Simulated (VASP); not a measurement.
TiO2: band gap against strain

TiO2 (rutile, P4_2/mnm, 10.450 Å³/atom and stress up to 0.24 GPa in the relaxed cell, c along z) under a strain ε along c (axis z), the other axes held. r2SCAN in VASP (plane waves, PAW), 600 eV, 8×8×10 Γ-centred mesh, Gaussian smearing 0.05 eV; ions are relaxed, or left where forces stay under 0.02 eV/Å, within the symmetry of each cell. Gaps are the smallest on the run's k-mesh, which can miss an edge that lies off it, without spin-orbit coupling; in all rows the valence edge lies at Γ and the conduction edge at Γ.

Here s stands for strain and Eg for gap.

| strain (%) | gap (eV) |
|---|---|
| -3.00 | ? |
| -1.50 | 2.251 |
| -1.00 | 2.238 |
| -0.50 | 2.227 |
| 0.00 | 2.212 |

Fit Eg of the 4 rows that show it with a straight line. Means: s -0.75000, Eg 2.2320. About the means, the sum of products is -0.032000 and the sum of squares of s is 1.2500; the slope is their ratio. Least squares gives Eg = 2.2128 - 0.02560·s. Residuals (row less fit): -0.0002, -0.0004, 0.0014, -0.0008; standard error 0.0012 (degrees of freedom: 2). Over these rows the gap moves by -2.6 ± 0.1 eV per unit strain.

Question: Predict the withheld Eg at s = -3.00 from the fit, and compare with the calculation.

Answer: Eg = 2.2128 - 0.02560 × (-3.0) = 2.2896 eV. The calculation gives 2.279 eV, 0.0106 eV below the prediction (15.8 % of the range of Eg in the table). The row lies outside the fitted rows, so this is an extrapolation. From the scatter of the fitted rows alone, a prediction at this place has a standard error of 0.0027 eV, so the miss is 3.9 times that.

A polynomial of degree 2 through the 6 other runs of the series gives 2.279 there, so most of the miss is curvature that the fit leaves out. The primitive cell can neither tilt nor turn polar against its symmetry, as such crystals can under strain. Rows are the converged runs of the series near zero and its far end, less any whose ions stayed unrelaxed beside relaxed ones; series whose fitted rows scatter by over a few per cent of the range, as at a crossing or softening among them, aren't shown in this form. Most that stay on the fit to the last digits aren't either.
